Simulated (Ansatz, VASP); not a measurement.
# MoS2: VASP beside Ansatz

Wanted: the spread between two codes on one cell, functional and k mesh. The structure shown is the start of the Ansatz relaxation below; VASP solves that cell, so the two are compared at the walk's first step.

Method: plane waves, with VASP 6.6.1 beside it; PBEsol with D3(BJ), in Ansatz 0.2.0.

## Step 1: Set-up

The cell holds 3 atoms: 1 Mo and 2 S. Cell: a = 3.160 Å, b = 3.160 Å, c = 30.080 Å, α = 90.0°, β = 90.0°, γ = 120.0°. Vacuum lies along c. The height across the vacuum is the one that the program set for its solve, not the one typed.

## Step 2: Ansatz: relaxation, PBEsol with D3(BJ)

Ansatz runs on its PAW soft_1 files.

The two programs are compared at the cell with which this relaxation starts, whose forces are those of its first step.

File input.yaml:

```yaml
crystal:
  lattice:
    - [3.16, 0.0, 0.0]
    - [-1.58, 2.73664, 0.0]
    - [0.0, 0.0, 19.14]
  atoms:
    - { symbol: Mo, position: [0.333333, 0.666667, 0.5] }
    - { symbol: S, position: [0.666667, 0.333333, 0.417973] }
    - { symbol: S, position: [0.666667, 0.333333, 0.582027] }
  periodic: [true, true, false]
kpoints:
  mp_grid: { grid: [9, 9, 1] }
hamiltonian:
  xc: pbesol
  dispersion: d3bj
  pseudopotentials: { kind: paw, azcp: { folder: soft_1 }, xc_functional: pbe }
scf:
  occupations: { method: gaussian, width: 0.02 }
output:
  forces: true
  stress: true
  eigenvalues: true
relax:
  adjacent_minimum: "off"
  f_tol: 0.004
  max_steps: 80
  cell: { stress_2d_tol: 0.01 }
```

The run is started by

```sh
$ ansatz run input.yaml --threads 8 --pin off --max-ram 20480MiB --backend cpu --events-out ev --progress --plain --runs-dir out
```

Numbers of over 12 decimals in the logs are rounded to 6 here.

Log:

```text
Warning: crystal.periodic: the lattice vector that does not repeat stood 0.000° off the slab's normal, 19.140 Å along it as the deck builds it. The run solves the slab on a vector along the normal, 30.080 Å long, with every atom where it was (on the deck's vector they left 16.00 Å outside them, and the widest stretch free of ions among them is 1.57 Å). A fractional position that the run reports is one of the run's ce [...]
Warning: the atoms were moved onto the symmetric positions of the space group found under crystal.symmetry.tolerance 1.0e-5 (fractional; no operation is sought that the atoms, as they stand in a round, miss by more than twice it, and no atom is moved by as much as it), and the run uses the moved positions. Before a round's move an operation carried an atom to 4.21e-6 Å from where it should land, the largest such dist [...]
[...]
SCF iter   6: F=-6670.917991 eV  HF=-6670.917991 eV  |F-HF|=3.89e-8  |Δ(HF+E_count)|=   1.00e-6  Δρ=1.15e-5  dr2=1.30e-7  ethr=5.24e-10  ⟨swp⟩=10.5  Hψ=1759  notcnv=0
SCF 2 converged in 6 iterations: F = -6670.917991 eV  dr2 = 1.30e-7
relax step   2: F+E_penalty+E_count = -6670.91799125 eV  Δ(F+E_penalty+E_count) = -2.578e-2 eV  max|allowed force component| = 1.341e-2 eV/Å  Δτ_max = 0.0041 Å  P = +0.432 N/m  Ω = 251.926 Å³  energy of the carried Pulay correction = +3.149e-4 eV  fix = [c, alpha, beta]  reactions: c +0.000 N/m  (6 SCF iters, dr2 threshold 3.00e-7 eV, accepted)
[...]
relax step   3: F+E_penalty+E_count = -6670.91839439 eV  Δ(F+E_penalty+E_count) = -4.031e-4 eV  max|allowed force component| = 1.596e-2 eV/Å  Δτ_max = 0.0030 Å  P = -0.033 N/m  Ω = 253.246 Å³  energy of the carried Pulay correction = +2.636e-4 eV  fix = [c, alpha, beta]  reactions: c -0.000 N/m  (7 SCF iters, dr2 threshold 2.70e-7 eV, accepted)
[...]
relax step   4: F+E_penalty+E_count = -6670.91842714 eV  Δ(F+E_penalty+E_count) = -3.275e-5 eV  max|allowed force component| = 2.647e-3 eV/Å  Δτ_max = 0.0013 Å  P = -0.006 N/m  Ω = 253.059 Å³  energy of the carried Pulay correction = +2.708e-4 eV  fix = [c, alpha, beta]  reactions: c -0.000 N/m  (5 SCF iters, dr2 threshold 1.59e-8 eV, accepted)
[...]
relax step   5: F+E_penalty+E_count = -6670.91815724 eV  Δ(F+E_penalty+E_count) = +2.699e-4 eV  max|allowed force component| = 2.467e-3 eV/Å  Δτ_max = 0.0000 Å  P = -0.007 N/m  Ω = 253.059 Å³  fix = [c, alpha, beta]  reactions: c -0.000 N/m  stress off target by 7.32e-3 N/m on what of the cell is left free  SCF on the basis re-selected at this cell (its energy is not comparable with the rows above)  (8 SCF iters)
basis re-selected at this cell: Δ(F+E_penalty+E_count) = +2.699e-4 eV, ΔP = -0.001 N/m vs the last step (what re-selecting the basis moved, of the pressure what is left beyond the Pulay correction that the steps carried, after the strain that the cell walked since its last selection, with what the two solves' SCF thresholds leave and, on support functions, any second-order correction that the steps lacked; it is no m [...]
SCF converged after 8 iterations
Free energy (F): -6670.918157 eV
Harris-Foulkes:  -6670.918157 eV  (|F-HF|=1.09e-11)
Internal energy: -6670.918157 eV  (E = F + TS)
E sigma→0 (E₀):  -6670.918157 eV
Fermi energy:    -4.988289 eV
--- Per-component energies (eV) ---
  E_band       = -576.454894
  E_kinetic    = 635.953410
  E_local      = -46069.268385  (includes V_loc(G=0)·N_el)
  E_nonlocal   = 219.148857
  E_hartree    = 22601.722839
  E_xc         = -352.324953
  E_vxc        = -385.797569  (∫ρ·V_xc dr)
  E_paw        = -4338.701447  (= ΣΔE_a)
  E_vpaw       = -179.936910  (= ΣTr[D̂ρ^β])
  E_aug_tail   = 0.000040  (compensation charges beyond the density's cutoff)
  E_ewald      = 20632.967772
  E_disp       = -0.749489  (pairwise vdW)
  E_core_change = 0.333199  (= ΣΔE_core)
  E_smearing   = -0.000000  (= −TS)
  E_closure    = 0.000000  (closes the sum)
  Σ components = -6670.918157   (vs F -6670.918157, Δ=0.00e0)
--- Forces (eV/Å), atoms counted from 1 ---
  atom   1  Mo     0.00000000     0.00000000     0.00000000
  atom   2  S     -0.00000000    -0.00000000     0.00246656
  atom   3  S      0.00000000    -0.00000000    -0.00246656
  max |Σ_I F_I| component: 1.18e-16 eV/Å
--- 2D stress c σ (N/m, compression-positive) ---
       -0.007321       0.000000       0.000000
        0.000000      -0.007321       0.000000
        0.000000       0.000000       0.000000
  P = ½ c Tr σ = -0.0073 N/m
--- Band table (eV; the first three rows and the last of 12) ---
  k-point 0: bands = ["-66.6255", "-40.8482", "-40.5497", "-40.5497", "-20.2471", "-18.8850", "-11.7861", "-8.5285", "-8.5285", "-7.8750", "-7.3531", "-7.3531", "-6.1020", "-2.9848", "-2.9848", "-2.7227", "-2.7227"]
  k-point 1: bands = ["-66.6196", "-40.8370", "-40.6060", "-40.5623", "-20.0478", "-18.8024", "-11.5663", "-8.9432", "-8.5324", "-8.3207", "-7.6539", "-7.0172", "-6.1761", "-3.2440", "-3.1997", "-2.9399", "-2.6619"]
  k-point 2: bands = ["-66.6048", "-40.8085", "-40.7464", "-40.5943", "-19.5042", "-18.5781", "-11.1495", "-9.6834", "-9.4479", "-8.2610", "-7.7799", "-7.1946", "-6.6078", "-3.7529", "-3.3443", "-3.0274", "-2.0574"]
  k-point 11: bands = ["-66.5690", "-40.9009", "-40.8481", "-40.7395", "-17.8522", "-17.8298", "-11.6162", "-10.7378", "-10.1981", "-9.5145", "-8.9435", "-8.1766", "-5.9364", "-4.0402", "-2.9299", "-2.1763", "-0.7004"]
--- Relaxed structure (4 steps of the walk, 4 accepted, 1 SCFs on fresh bases) ---
  F+E_penalty+E_count = -6670.91815724 eV   max|allowed force component| = 2.467e-3 eV/Å   (the final SCF, on the basis selected at the relaxed cell)
  cell:  # Å, volume = 253.0592 Å³
    - [3.116786, 0.0, 0.0]
    - [-1.558393, 2.699216, 0.0]
    - [0.0, 0.0, 30.07998712]
  atoms:
    - { symbol: Mo, position: [0.333333, 0.666667, 0.318152] }
    - { symbol: S, position: [0.666667, 0.333333, 0.266149] }
    - { symbol: S, position: [0.666667, 0.333333, 0.370154] }
```

## Step 3: VASP: single point, PBEsol with D3(BJ), start cell, pair 1

The same cell, functional, mesh and smearing now go to VASP, with its own data sets.

Lines of VASP's logs that name or quote its potential files are left out, and so is its time.

File INCAR:

```
SYSTEM = MoS2
PREC = Accurate
ENCUT = 400
EDIFF = 1E-06
NELM = 120
ISMEAR = 0
SIGMA = 0.02
LREAL = .FALSE.
ALGO = Normal
GGA = PS
IVDW = 12
NBANDS = 19
LASPH = .TRUE.
LORBIT = 11
LWAVE = .FALSE.
LCHARG = .FALSE.
ISIF = 2
LDIPOL = .TRUE.
IDIPOL = 3
DIPOL = 0.5 0.5 0.318
LVHAR = .TRUE.
GGA_COMPAT = .FALSE.
EFERMI = MIDGAP
NELMDL = -8
KPAR = 2
```

File POSCAR:

```
MoS2
1.0
    3.1600000000      0.0000000000      0.0000000000
   -1.5800000000      2.7366400000      0.0000000000
    0.0000000000      0.0000000000     30.0799870000
Mo S
1 2
Direct
    0.3333333942      0.6666667885      0.3181517332
    0.6666667275      0.3333334552      0.2659576614
    0.6666667275      0.3333334552      0.3703458050
```

File KPOINTS:

```
Automatic mesh
0
Gamma
9 9 1
0 0 0
```

Potentials, in the order of the species: Mo_sv and S (PBE family, release 64).

The run is started by

```sh
$ mpirun -np 2 vasp_std
```

Log:

```text
[banner, memory and clock lines left out]
running    2 mpi-ranks, on    1 nodes
 distrk:  each k-point on    1 cores,    2 groups
 distr:  one band on    1 cores,    1 groups

 POSCAR found type information on POSCAR MoS
 POSCAR found :  2 types and       3 ions
|                                                                             |
|               ----> ADVICE to this user running VASP <----                  |
|                                                                             |
|     You enforced a specific xc type in the INCAR file but a different       |
|     [... a line on the potential file left out ...]
|     I HOPE YOU KNOW WHAT YOU ARE DOING!                                     |
|                                                                             |

 LDA part: xc-table for (Slater+PW92), standard interpolation
 POSCAR, INCAR and KPOINTS ok, starting setup
 FFT: planning ... GRIDC
 FFT: planning ... GRID_SOFT
 FFT: planning ... GRID
 WAVECAR not read
 entering main loop
       N       E                     dE             d eps       ncg     rms          rms(c)
DAV:   1     0.141973590221E+03    0.14197E+03   -0.11712E+04   632   0.838E+02
DAV:   2    -0.123112978184E+02   -0.15428E+03   -0.14845E+03   640   0.205E+02
DAV:   3    -0.247595222021E+02   -0.12448E+02   -0.12397E+02   622   0.553E+01
DAV:   4    -0.249128770087E+02   -0.15335E+00   -0.15311E+00   595   0.683E+00
DAV:   5    -0.249167030016E+02   -0.38260E-02   -0.38255E-02   636   0.102E+00
DAV:   6    -0.249168478082E+02   -0.14481E-03   -0.14481E-03   607   0.174E-01
DAV:   7    -0.249168537289E+02   -0.59207E-05   -0.59207E-05   631   0.322E-02
DAV:   8    -0.249168540598E+02   -0.33085E-06   -0.33071E-06   588   0.700E-03    0.248E+01
DAV:   9    -0.238200615327E+02    0.10968E+01   -0.10940E+01   495   0.203E+01    0.874E+00
DAV:  10    -0.236457808528E+02    0.17428E+00   -0.56625E+00   507   0.134E+01    0.598E+00
DAV:  11    -0.234171311214E+02    0.22865E+00   -0.12049E+00   510   0.662E+00    0.161E+00
DAV:  12    -0.234178719373E+02   -0.74082E-03   -0.44367E-02   559   0.127E+00    0.903E-01
DAV:  13    -0.234131593320E+02    0.47126E-02   -0.24819E-02   526   0.101E+00    0.145E-01
DAV:  14    -0.234128947527E+02    0.26458E-03   -0.79490E-04   521   0.193E-01    0.601E-02
[...]
DAV:  19    -0.234132199176E+02   -0.12708E-03   -0.10643E-05   568   0.165E-02    0.652E-03
DAV:  20    -0.234132416637E+02   -0.21746E-04   -0.13225E-06   446   0.660E-03    0.266E-03
DAV:  21    -0.234132779968E+02   -0.36333E-04   -0.24483E-06   448   0.573E-03    0.252E-03
DAV:  22    -0.234132886753E+02   -0.10678E-04   -0.31783E-07   435   0.300E-03    0.520E-04
DAV:  23    -0.234132977075E+02   -0.90322E-05   -0.26187E-07   380   0.145E-03    0.634E-04
DAV:  24    -0.234133029072E+02   -0.51996E-05   -0.17018E-07   421   0.106E-03    0.382E-04
DAV:  25    -0.234133041670E+02   -0.12599E-05   -0.12256E-08   327   0.465E-04    0.231E-04
DAV:  26    -0.234133050438E+02   -0.87672E-06   -0.13393E-08   324   0.359E-04
   1 F= -.24141362E+02 E0= -.24141362E+02  d E =0.000000E+00
```

OUTCAR, selected parts (step 3):

```text
ion  position               nearest neighbor table
   1  0.333  0.667  0.318-   2 2.41   3 2.41   2 2.41   3 2.41   2 2.41   3 2.41
   2  0.667  0.333  0.266-   1 2.41   1 2.41   1 2.41
   3  0.667  0.333  0.370-   1 2.41   1 2.41   1 2.41

  LATTYP: Found a hexagonal cell.
 ALAT       =     3.1600000000
 C/A-ratio  =     9.5189832278

 Subroutine GETGRP returns: Found 12 space group operations
 (whereof  6 operations were pure point group operations)

The static configuration has the point symmetry C_3v.
 The point group associated with its full space group is D_3h.

 Found     12 irreducible k-points:

   k-points           NKPTS =     12   k-points in BZ     NKDIM =     12   number of bands    NBANDS=     19

   dimension x,y,z NGX =    24 NGY =   24 NGZ =  196
   dimension x,y,z NGXF=    48 NGYF=   48 NGZF=  392

   ENCUT  =  400.0 eV  29.40 Ry    5.42 a.u.   5.15  5.15 49.05*2*pi/ulx,y,z

   NELECT =      26.0000    total number of electrons

 k-points in reciprocal lattice and weights: Automatic mesh
   0.00000000  0.00000000  0.00000000       0.012
   0.11111111 -0.00000000  0.00000000       0.074
   0.22222222 -0.00000000  0.00000000       0.074
   0.33333333  0.00000000  0.00000000       0.074
   0.44444444 -0.00000000  0.00000000       0.074
   0.11111111  0.11111111  0.00000000       0.074
   0.22222222  0.11111111  0.00000000       0.148
   0.33333333  0.11111111  0.00000000       0.148
   0.44444444  0.11111111  0.00000000       0.074
   0.22222222  0.22222222  0.00000000       0.074
   0.33333333  0.22222222  0.00000000       0.148
   0.33333333  0.33333333  0.00000000       0.025

 dipolmoment           0.000000      0.000000      0.000004 electrons x Angstroem

 average (electrostatic) potential at core
       1 -84.6162       2 -94.5626       3 -94.5626

 E-fermi :  -2.4380

 k-point     1 :       0.0000    0.0000    0.0000
  band No.  band energies     occupation
    ...
      9      -5.8800      2.00000
     10      -5.1656      2.00000
     11      -4.7567      2.00000
     12      -4.7567      2.00000
     13      -3.4043      2.00000
     14      -0.4910      0.00000
     15      -0.4910      0.00000
     16      -0.2469      0.00000
     17      -0.2469      0.00000
     18       2.1682      0.00000
    ...

 k-point     2 :       0.1111   -0.0000    0.0000
  band No.  band energies     occupation
    ...
      9      -5.8284      2.00000
     10      -5.6855      2.00000
     11      -5.0423      2.00000
     12      -4.4029      2.00000
     13      -3.4942      2.00000
     14      -0.7175      0.00000
     15      -0.6934      0.00000
     16      -0.4495      0.00000
     17      -0.1834      0.00000
     18       2.4750      0.00000
    ...

 k-point     3 :       0.2222   -0.0000    0.0000
  band No.  band energies     occupation
    ...
      9      -6.7165      2.00000
     10      -5.6215      2.00000
     11      -5.1792      2.00000
     12      -4.5649      2.00000
     13      -3.9407      2.00000
     14      -1.1600      0.00000
     15      -0.8335      0.00000
     16      -0.5169      0.00000
     17       0.4003      0.00000
     18       3.1570      0.00000
    ...

 Edisp (eV)   -0.72806

  Total      -1.77664    -1.77664    -1.35034     0.00000     0.00000     0.00000
  in kB     -10.94279   -10.94279    -8.31707     0.00000     0.00000     0.00000
  external pressure =      -10.07 kB  Pullay stress =        0.00 kB

  energy-cutoff  :      400.00
  volume of cell :      260.13
      direct lattice vectors                 reciprocal lattice vectors
     3.160000000  0.000000000  0.000000000     0.316455696  0.182705800  0.000000000
    -1.580000000  2.736640000  0.000000000     0.000000000  0.365411600  0.000000000
     0.000000000  0.000000000 30.079987000     0.000000000  0.000000000  0.033244695

 POSITION                                       TOTAL-FORCE (eV/Angst)
 -----------------------------------------------------------------------------------
     -0.00000      1.82443      9.57000        -0.000000     -0.000000      0.000000
      1.58000      0.91221      8.00000         0.000000      0.000000      0.393735
      1.58000      0.91221     11.14000         0.000000      0.000000     -0.393735
 -----------------------------------------------------------------------------------
    total drift:                                0.000001     -0.000900      0.000038

  FREE ENERGIE OF THE ION-ELECTRON SYSTEM (eV)
  ---------------------------------------------------
  free  energy   TOTEN  =       -24.1413622855 eV

  energy  without entropy=      -24.1413622855  energy(sigma->0) =      -24.14136229

 vacuum level on the upper side and lower side of the slab         2.614         2.613

 total charge
# of ion       s       p       d       tot
------------------------------------------
    1        2.294   6.223   3.957  12.474
    2        1.357   2.319   0.000   3.676
    3        1.357   2.319   0.000   3.676
--------------------------------------------------
tot          5.008  10.860   3.957  19.825

[... 3 further parts left out ...]
```

This run has no spin polarisation, so a moment on Mo, if there is one, isn't seen.

## Step 4: Comparison

Known differences besides the potentials themselves: Ansatz cuts the interaction across the vacuum, VASP repeats the sheet with a dipole correction (LDIPOL); Ansatz makes its cores anew for this functional, VASP keeps those of its PBE data sets; Ansatz takes its cutoff from its data sets, VASP runs at 400 eV. Total energies have different zeros and are not compared.

Forces (eV/Å; atoms numbered as in POSCAR):

```tsv
atom	Ansatz x, y, z	VASP x, y, z
Mo1	0.000, 0.000, 0.000	0.000, 0.000, 0.000
S2	0.000, 0.000, 0.398	0.000, 0.000, 0.394
S3	0.000, 0.000, -0.398	0.000, 0.000, -0.394
```

The forces differ by 1.9 meV/Å r.m.s., which is 1.0 % of the r.m.s. force of 0.186 eV/Å (both taken over all components). Where the cell holds vacuum, a pressure given here is an average over it and none of the material.

## Step 5: Ansatz: relaxation, PBEsol with D3(BJ)

The two programs are compared at the cell with which this relaxation starts, whose forces are those of its first step. This pair takes another cell of the material, with 6 atoms against 3 for the pair before.

The structure compared here is the start of the Ansatz relaxation; VASP solves that cell, so the two are compared at the walk's first step.

input.yaml, the sections that differ from step 2:

```yaml
crystal:
  lattice:
    - [3.16, 0.0, 0.0]
    - [-1.58, 2.73664, 0.0]
    - [0.0, 0.0, 25.29]
  atoms:
    - { symbol: Mo, position: [0.333333, 0.666667, 0.37841] }
    - { symbol: S, position: [0.666667, 0.333333, 0.316331] }
    - { symbol: S, position: [0.666667, 0.333333, 0.44049] }
    - { symbol: Mo, position: [0.666667, 0.333333, 0.62159] }
    - { symbol: S, position: [0.333333, 0.666667, 0.55951] }
    - { symbol: S, position: [0.333333, 0.666667, 0.683669] }
  periodic: [true, true, false]
# kpoints, hamiltonian, scf, output, relax: as in step 2
```

The run is started by

```sh
$ ansatz run input.yaml --threads 8 --pin off --max-ram 20480MiB --backend cpu --events-out ev --progress --plain --runs-dir out
```

Log:

```text
[...]
SCF iter   8: F=-13342.260977 eV  HF=-13342.260977 eV  |F-HF|=5.97e-8  |Δ(HF+E_count)|=   1.64e-7  Δρ=2.78e-6  dr2=6.92e-8  ethr=2.79e-10  ⟨swp⟩=11.2  Hψ=2628  notcnv=0
SCF 4 converged in 8 iterations: F = -13342.260977 eV  dr2 = 6.92e-8
[...]
cell:  # Å, volume = 355.6670 Å³
    - [3.112979, 0.0, 0]
    - [-1.556490, 2.695919, 0]
    - [0, 0, 42.379956]
  atoms:
    - { symbol: Mo, position: [0.333333, 0.666667, 0.229152] }
    - { symbol: S, position: [0.666667, 0.333333, 0.192245] }
    - { symbol: S, position: [0.666667, 0.333333, 0.266051] }
    - { symbol: Mo, position: [0.666667, 0.333333, 0.367592] }
    - { symbol: S, position: [0.333333, 0.666667, 0.330693] }
    - { symbol: S, position: [0.333333, 0.666667, 0.404500] }
[key lines of the parts left out:]
SCF converged after 8 iterations
Free energy (F): -13342.260417 eV
Fermi energy:    -4.752631 eV
P = ½ c Tr σ = -0.0062 N/m
```

[end of part 1 of 2]

[Lines on the potential files, build, host, timing and source positions are cut from VASP's logs without a mark.]

[Logs are printed without paths, hosts, clocks, repeated set-up lines and the standing remarks that a program may print on its own settings, such as how far it seeks lower states.]

[Hosts, paths, dates, database ids (printed as entryN), source tags and the programs' standing remarks are cut or masked in the printed files.]
